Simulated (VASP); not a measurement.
# MoS2: a GW gap and what it depends on, part 2 of 2

How far does the GW correction to the gap of MoS2 depend on the settings? The starting structure is a measured crystal structure from the Crystallography Open Database. The atoms were first relaxed with LDA in that cell, in a run that isn't shown, and the relaxed structure is the one below.

VASP 6.6.1.

Results so far: G0W0 (response cutoff 100 eV, 6×6×1 mesh) 1.36 eV; G0W0 (response cutoff 160 eV, 6×6×1 mesh) 1.41 eV.

The database entry behind the starting cell differs from later determinations by our own check (about 0.3 % long), so it need not match the best structure at ambient conditions.

## 4. GW0 with iterated eigenvalues (response cutoff 160 eV, 6×6×1 mesh)

Level of this step: evGW0 on LDA; plane waves and PAW (Mo_sv_GW, S_GW) (VASP).

It reads the orbitals and their derivatives (WAVECAR and WAVEDER) of a run with the empty bands, which follows a ground-state run; neither is shown.

File INCAR:

```
SYSTEM = MoS2
PREC = Accurate
ENCUT = 370
ISMEAR = 0
SIGMA = 0.01
LREAL = .FALSE.
GGA = CA
NBANDS = 496
LASPH = .TRUE.
ALGO = EVGW0
NELMGW = 4
ENCUTGW = 160
NOMEGA = 40
PRECFOCK = Fast
NBANDSGW = 48
LWAVE = .FALSE.
LCHARG = .FALSE.
```

File POSCAR:

```
MoS2
1.0
    3.1690000000      0.0000000000      0.0000000000
   -1.5845000000      2.7444345046      0.0000000000
    0.0000000000      0.0000000000     12.3240000000
Mo S
2 4
Direct
    0.6666666667      0.3333333333      0.7500000000
    0.3333333333      0.6666666667      0.2500000000
    0.6666666667      0.3333333333      0.3750242501
    0.3333333333      0.6666666667      0.8750242501
    0.6666666667      0.3333333333      0.1249757499
    0.3333333333      0.6666666667      0.6249757499
```

File KPOINTS:

```
Automatic mesh
0
Gamma
6 6 1
0 0 0
```

The projector-augmented-wave data sets are Mo_sv_GW and S_GW (LDA family, release 64).

Command:

```bash
$ mpirun -np 16 vasp_std
```

What it wrote:

```text
[banner, memory and clock lines left out]
running   16 mpi-ranks, on    1 nodes
[...]
[... a notice as in an earlier step ...]

 [... a notice as in an earlier step ...]

 LDA part: xc-table for (Slater(with rela. corr.)+CA(PZ))
 , standard interpolation
 found WAVECAR, reading the header
 POSCAR, INCAR and KPOINTS ok, starting setup
[...]
reading WAVECAR
 the WAVECAR file was read successfully
 initial charge from wavefunction
 available memory per node:     17.67 GB, setting MAXMEM to     18099

 The Fermi energy was updated, please check that it is located mid-gap
 values below the HOMO (VB) or above the LUMO (CB) will cause erroneous energies
 E-fermi :   7.7382

 calculate exact exchange contribution
 the WAVEDER file was read successfully
 [... a notice as in an earlier step ...]

energies w=
    0.000    0.000    1.110    0.000    2.214    0.000    3.304    0.000
    4.377    0.000    5.429    0.000    6.458    0.000    7.464    0.000
[...]
total number of BLAS operations       7014.80 Gflops
NQ=   3    0.3333   -0.0000    0.0000,
|.........|.........|.........|.........|.........|.........|.........|.........
 performed       5829000 updates of chi_q(r,r)
 total number of BLAS operations      11412.50 Gflops
NQ=   4    0.5000   -0.0000    0.0000,
|.........|.........|.........|.........|.........|.........|.........|.........
 performed       7518000 updates of chi_q(r,r)
 total number of BLAS operations      14818.21 Gflops
NQ=   5    0.1667    0.1667    0.0000,
|.........|.........|.........|.........|.........|.........|.........|.........
 performed       9826000 updates of chi_q(r,r)
 total number of BLAS operations      19090.65 Gflops
NQ=   6    0.3333    0.1667    0.0000,
|.........|.........|.........|.........|.........|.........|.........|.........
 performed      12420000 updates of chi_q(r,r)
 total number of BLAS operations      24196.01 Gflops
NQ=   7    0.3333    0.3333    0.0000,
|.........|.........|.........|.........|.........|.........|.........|.........
 performed      13871000 updates of chi_q(r,r)
 total number of BLAS operations      26904.46 Gflops
 resolving degeneracies of screened two electron integrals

 calculate QP shifts <psi_nk| G(iteration)W_0 |psi_nk>: iteration 4
 entering main loop
```

Run time: 11 min. Hardware: 16 MPI ranks of Intel Xeon Platinum 8488C (Sapphire Rapids), shared host; peak memory 6.6 GiB; 3 h of CPU time.

From OUTCAR (step 4):

```text
 QP shifts <psi_nk| G(iteration)W_0 |psi_nk>: iteration 2
 k-point   1 :       0.0000    0.0000    0.0000
  band No. old QP-enery  QP-energies   sigma(KS)   T+V_ion+V_H  V^pw_x(r,r')   Z            occupation Imag(sigma)
    ...
     23       4.8661       4.8453     -16.4562      21.2950     -17.7772       0.7647       2.0000       0.2987
     24       5.6261       5.5685     -14.4498      20.0007     -16.2102       0.7657       2.0000       0.3221
     25       6.1035       6.1190     -15.4124      21.5361     -16.2608       0.7657       2.0000       0.2542
     26       7.3053       7.3263     -16.4094      23.7422     -16.7504       0.7617       2.0000       0.1759
     27       9.9494      10.0382     -15.0329      25.0982     -10.8581       0.7667       0.0000      -0.3297
     28       9.9494      10.0382     -15.0329      25.0982     -10.8581       0.7667       0.0000      -0.3297
     29       9.9636      10.0526     -14.9465      25.0261     -10.7435       0.7669       0.0000      -0.3326
     30       9.9636      10.0526     -14.9465      25.0261     -10.7435       0.7669       0.0000      -0.3326
    ...

 QP shifts <psi_nk| G(iteration)W_0 |psi_nk>: iteration 3
 k-point   1 :       0.0000    0.0000    0.0000
  band No. old QP-enery  QP-energies   sigma(KS)   T+V_ion+V_H  V^pw_x(r,r')   Z            occupation Imag(sigma)
    ...
     23       4.8453       4.8416     -16.4546      21.2950     -17.7772       0.7651       2.0000       0.2986
     24       5.5685       5.5606     -14.4425      20.0007     -16.2102       0.7662       2.0000       0.3234
     25       6.1190       6.1230     -15.4119      21.5361     -16.2608       0.7661       2.0000       0.2545
     26       7.3263       7.3309     -16.4098      23.7422     -16.7504       0.7619       2.0000       0.1764
     27      10.0382      10.0513     -15.0429      25.0982     -10.8581       0.7689       0.0000      -0.3304
     28      10.0382      10.0513     -15.0429      25.0982     -10.8581       0.7689       0.0000      -0.3304
     29      10.0526      10.0657     -14.9564      25.0261     -10.7435       0.7689       0.0000      -0.3334
     30      10.0526      10.0657     -14.9564      25.0261     -10.7435       0.7689       0.0000      -0.3334
    ...

 QP shifts <psi_nk| G(iteration)W_0 |psi_nk>: iteration 4
 k-point   1 :       0.0000    0.0000    0.0000
  band No. old QP-enery  QP-energies   sigma(KS)   T+V_ion+V_H  V^pw_x(r,r')   Z            occupation Imag(sigma)
    ...
     23       4.8416       4.8408     -16.4545      21.2950     -17.7772       0.7651       2.0000       0.2986
     24       5.5606       5.5593     -14.4417      20.0007     -16.2102       0.7662       2.0000       0.3236
     25       6.1230       6.1236     -15.4123      21.5361     -16.2608       0.7661       2.0000       0.2545
     26       7.3309       7.3316     -16.4103      23.7422     -16.7504       0.7620       2.0000       0.1764
     27      10.0513      10.0532     -15.0445      25.0982     -10.8581       0.7690       0.0000      -0.3306
     28      10.0513      10.0532     -15.0445      25.0982     -10.8581       0.7690       0.0000      -0.3306
     29      10.0657      10.0676     -14.9580      25.0261     -10.7435       0.7690       0.0000      -0.3335
     30      10.0657      10.0676     -14.9580      25.0261     -10.7435       0.7690       0.0000      -0.3335
    ...

[... 3 parts as in an earlier step ...]

[... 1 further part left out ...]
[key lines of the parts left out:]
E-fermi :   7.7382
```

GW0 with iterated eigenvalues (response cutoff 160 eV, 6×6×1 mesh): the quasiparticle gap on this mesh is 1.478 eV, +0.653 eV from the LDA gap on the same points, with 496 bands.

## 5. G0W0 (response cutoff 100 eV, 6×6×2 mesh)

It reads the orbitals and their derivatives (WAVECAR and WAVEDER) of a run with the empty bands, which follows a ground-state run; neither is shown.

INCAR, as its differences from that of step 4:

```diff
@@ -7,7 +7,7 @@
 GGA = CA
-NBANDS = 496
+NBANDS = 256
 LASPH = .TRUE.
 ALGO = EVGW0
-NELMGW = 4
-ENCUTGW = 160
+NELMGW = 1
+ENCUTGW = 100
 NOMEGA = 40
```

POSCAR is that of step 4.

File KPOINTS:

```
Automatic mesh
0
Gamma
6 6 2
0 0 0
```

Command:

```bash
$ mpirun -np 16 vasp_std
```

What it wrote:

```text
[banner, memory and clock lines left out]
running   16 mpi-ranks, on    1 nodes
[...]
[... a notice as in an earlier step ...]

 [... a notice as in an earlier step ...]

 LDA part: xc-table for (Slater(with rela. corr.)+CA(PZ))
 , standard interpolation
 found WAVECAR, reading the header
 POSCAR, INCAR and KPOINTS ok, starting setup
[...]
reading WAVECAR
 the WAVECAR file was read successfully
 initial charge from wavefunction
 available memory per node:     18.05 GB, setting MAXMEM to     18487

 The Fermi energy was updated, please check that it is located mid-gap
 values below the HOMO (VB) or above the LUMO (CB) will cause erroneous energies
 E-fermi :   7.7363

 calculate exact exchange contribution
 the WAVEDER file was read successfully
 [... a notice as in an earlier step ...]

energies w=
    0.000    0.000    1.110    0.000    2.213    0.000    3.304    0.000
    4.377    0.000    5.429    0.000    6.458    0.000    7.463    0.000
[...]
total number of BLAS operations       8583.20 Gflops
NQ=  10    0.3333   -0.0000    0.5000,
|.........|.........|.........|.........|.........|.........|.........|.........
 performed      19861000 updates of chi_q(r,r)
 total number of BLAS operations       9677.50 Gflops
NQ=  11    0.5000   -0.0000    0.5000,
|.........|.........|.........|.........|.........|.........|.........|.........
 performed      21557000 updates of chi_q(r,r)
 total number of BLAS operations      10408.08 Gflops
NQ=  12    0.1667    0.1667    0.5000,
|.........|.........|.........|.........|.........|.........|.........|.........
 performed      23892000 updates of chi_q(r,r)
 total number of BLAS operations      11448.79 Gflops
NQ=  13    0.3333    0.1667    0.5000,
|.........|.........|.........|.........|.........|.........|.........|.........
 performed      26522000 updates of chi_q(r,r)
 total number of BLAS operations      12722.33 Gflops
NQ=  14    0.3333    0.3333    0.5000,
|.........|.........|.........|.........|.........|.........|.........|.........
 performed      27972000 updates of chi_q(r,r)
 total number of BLAS operations      13424.77 Gflops
 resolving degeneracies of screened two electron integrals

 calculate QP shifts <psi_nk| G(iteration)W_0 |psi_nk>: iteration 1
 entering main loop
```

Elapsed: 5.3 min, on 16 MPI ranks; peak memory 5 GiB; 85 min of CPU time.

From OUTCAR (step 5):

```text
 QP shifts <psi_nk| G(iteration)W_0 |psi_nk>: iteration 1
 for sc-GW calculations column KS-energies equals QP-energies in previous step
 and V_xc(KS)=  KS-energies - (<T + V_ion + V_H > + <T+V_H+V_ion>^1  + <V_x>^1)
 k-point   1 :       0.0000    0.0000    0.0000
  band No.  KS-energies  QP-energies   sigma(KS)   V_xc(KS)     V^pw_x(r,r')   Z            occupation Imag(sigma)
    ...
     23       4.9978       5.1078     -16.1484     -16.2927     -17.7534       0.7623       2.0000       0.2937
     24       6.1005       5.8758     -14.1876     -13.8949     -16.1328       0.7677       2.0000       0.2942
     25       6.1306       6.2925     -15.1950     -15.4070     -16.2491       0.7637       2.0000       0.2422
     26       7.3235       7.5374     -16.1353     -16.4172     -16.7659       0.7587       2.0000       0.1586
     27       9.3437      10.1952     -14.6407     -15.7517     -10.8456       0.7664       0.0000      -0.3292
     28       9.3437      10.1952     -14.6407     -15.7517     -10.8456       0.7664       0.0000      -0.3292
     29       9.3650      10.2090     -14.5575     -15.6583     -10.7387       0.7667       0.0000      -0.3319
     30       9.3650      10.2090     -14.5575     -15.6583     -10.7387       0.7667       0.0000      -0.3319
    ...

[... 1 part as in an earlier step ...]

[... 2 further parts left out ...]
[key lines of the parts left out:]
E-fermi :   7.7363
```

G0W0 (response cutoff 100 eV, 6×6×2 mesh): the quasiparticle gap on this mesh is 1.374 eV, +0.549 eV from the LDA gap on the same points, with 256 bands.

## 6. G0W0 (response cutoff 100 eV, 6×6×1 mesh, 6 empty bands)

It reads the orbitals and their derivatives (WAVECAR and WAVEDER) of a run with the empty bands, which follows a ground-state run; neither is shown.

INCAR, as its differences from that of step 5:

```diff
@@ -7,3 +7,3 @@
 GGA = CA
-NBANDS = 256
+NBANDS = 32
 LASPH = .TRUE.
@@ -14,3 +14,3 @@
 PRECFOCK = Fast
-NBANDSGW = 48
+NBANDSGW = 32
 LWAVE = .FALSE.
```

POSCAR is that of step 5.

File KPOINTS:

```
Automatic mesh
0
Gamma
6 6 1
0 0 0
```

Command:

```bash
$ mpirun -np 16 vasp_std
```

What it wrote:

```text
[banner, memory and clock lines left out]
running   16 mpi-ranks, on    1 nodes
[...]
[... a notice as in an earlier step ...]

 [... a notice as in an earlier step ...]

 LDA part: xc-table for (Slater(with rela. corr.)+CA(PZ))
 , standard interpolation
 found WAVECAR, reading the header
 POSCAR, INCAR and KPOINTS ok, starting setup
[...]
reading WAVECAR
 the WAVECAR file was read successfully
 initial charge from wavefunction
 available memory per node:     17.80 GB, setting MAXMEM to     18223

 The Fermi energy was updated, please check that it is located mid-gap
 values below the HOMO (VB) or above the LUMO (CB) will cause erroneous energies
 E-fermi :   7.7382

 calculate exact exchange contribution
 the WAVEDER file was read successfully
 [... a notice as in an earlier step ...]

energies w=
    0.000    0.000    1.110    0.000    2.213    0.000    3.304    0.000
    4.377    0.000    5.429    0.000    6.458    0.000    7.463    0.000
[...]
total number of BLAS operations         52.30 Gflops
NQ=   3    0.3333   -0.0000    0.0000,
|.........|.........|.........|.........|.........|.........|.........|.........
 performed        169000 updates of chi_q(r,r)
 total number of BLAS operations         87.48 Gflops
NQ=   4    0.5000   -0.0000    0.0000,
|.........|.........|.........|.........|.........|.........|.........|.........
 performed        215000 updates of chi_q(r,r)
 total number of BLAS operations        108.35 Gflops
NQ=   5    0.1667    0.1667    0.0000,
|.........|.........|.........|.........|.........|.........|.........|.........
 performed        287000 updates of chi_q(r,r)
 total number of BLAS operations        142.12 Gflops
NQ=   6    0.3333    0.1667    0.0000,
|.........|.........|.........|.........|.........|.........|.........|.........
 performed        371000 updates of chi_q(r,r)
 total number of BLAS operations        180.62 Gflops
NQ=   7    0.3333    0.3333    0.0000,
|.........|.........|.........|.........|.........|.........|.........|.........
 performed        406000 updates of chi_q(r,r)
 total number of BLAS operations        197.12 Gflops
 resolving degeneracies of screened two electron integrals

 calculate QP shifts <psi_nk| G(iteration)W_0 |psi_nk>: iteration 1
 entering main loop
```

Elapsed: 25 s, on 16 MPI ranks; peak memory 3.4 GiB.

OUTCAR, selected parts (step 6):

```text
 QP shifts <psi_nk| G(iteration)W_0 |psi_nk>: iteration 1
 for sc-GW calculations column KS-energies equals QP-energies in previous step
 and V_xc(KS)=  KS-energies - (<T + V_ion + V_H > + <T+V_H+V_ion>^1  + <V_x>^1)
 k-point   1 :       0.0000    0.0000    0.0000
  band No.  KS-energies  QP-energies   sigma(KS)   V_xc(KS)     V^pw_x(r,r')   Z            occupation Imag(sigma)
    ...
     23       5.0009       6.2418     -14.6659     -16.2942     -17.7772       0.7621       2.0000       0.5440
     24       6.1049       6.6818     -13.1523     -13.8958     -16.2102       0.7760       2.0000       0.4781
     25       6.1318       7.2938     -13.8487     -15.4043     -16.2608       0.7470       2.0000       0.4724
     26       7.3258       8.5836     -14.7316     -16.4163     -16.7504       0.7466       2.0000       0.3545
     27       9.3471      12.4286     -11.9381     -15.7511     -10.8581       0.8081       0.0000      -0.1683
     28       9.3471      12.4286     -11.9381     -15.7511     -10.8581       0.8081       0.0000      -0.1683
     29       9.3685      12.4519     -11.8470     -15.6577     -10.7435       0.8092       0.0000      -0.1767
     30       9.3685      12.4519     -11.8470     -15.6577     -10.7435       0.8092       0.0000      -0.1767
    ...

[... 1 part as in an earlier step ...]

[... 2 further parts left out ...]
[key lines of the parts left out:]
E-fermi :   7.7382
```

G0W0 (response cutoff 100 eV, 6×6×1 mesh, 6 empty bands): the quasiparticle gap on this mesh is 1.770 eV, +0.946 eV from the LDA gap on the same points, with 32 bands.

## 7. Comparison

| run | LDA gap on the mesh (eV) | GW gap (eV) | correction (eV) | bands |
| --- | --- | --- | --- | --- |
| G0W0 (response cutoff 100 eV, 6×6×1 mesh) | 0.825 | 1.364 | 0.539 | 256 |
| G0W0 (response cutoff 160 eV, 6×6×1 mesh) | 0.825 | 1.406 | 0.581 | 496 |
| GW0 with iterated eigenvalues (response cutoff 160 eV, 6×6×1 mesh) | 0.825 | 1.478 | 0.653 | 496 |
| G0W0 (response cutoff 100 eV, 6×6×2 mesh) | 0.826 | 1.374 | 0.549 | 256 |
| G0W0 (response cutoff 100 eV, 6×6×1 mesh, 6 empty bands) | 0.825 | 1.77 | 0.946 | 32 |

## 8. Outcome

* gap, G0W0 (response cutoff 100 eV, 6×6×1 mesh): 1.364 eV
* gap, G0W0 (response cutoff 160 eV, 6×6×1 mesh): 1.406 eV
* gap, GW0 with iterated eigenvalues (response cutoff 160 eV, 6×6×1 mesh): 1.478 eV
* gap, G0W0 (response cutoff 100 eV, 6×6×2 mesh): 1.374 eV
* gap, G0W0 (response cutoff 100 eV, 6×6×1 mesh, 6 empty bands): 1.770 eV

What this shows: The correction to the LDA gap of MoS2 is +0.539 eV at a response cutoff of 100 eV, +0.581 eV at a response cutoff of 160 eV. The number of bands rises with the cutoff. On a 6×6×2 mesh in place of 6×6×1 the correction is +0.549 eV against +0.539 eV. Iterating the eigenvalues in G raises the gap by +0.072 eV. With 6 empty bands alone, a slip made on purpose, the correction is +0.946 eV against +0.539 eV. Errors of the two band edges can cancel in a gap, so a value close to the better runs would prove nothing. VASP warns in its log that the frequency grid doesn't suit these quasiparticle energies and asks for more k-points, so these gaps are no firm results. From a response cutoff of 100 to 160 eV the correction still moves by +0.042 eV, so cutoff and bands aren't shown to be converged. The LDA gap along the bands, from another run on this structure, is 0.841 eV. On the 6×6×1 mesh it is 0.825 eV, so this mesh comes close to the edges. On the 6×6×2 mesh it is 0.826 eV, so this mesh comes close to the edges. Further runs on this material are not shown.

[Lines on the potential files, build, host, timing and source positions are cut from VASP's logs without a mark.]

[Logs are printed without paths, hosts, clocks, repeated set-up lines and the standing remarks that a program may print on its own settings, such as how far it seeks lower states.]

[Hosts, paths, dates, database ids (printed as entryN), source tags and the programs' standing remarks are cut or masked in the printed files.]
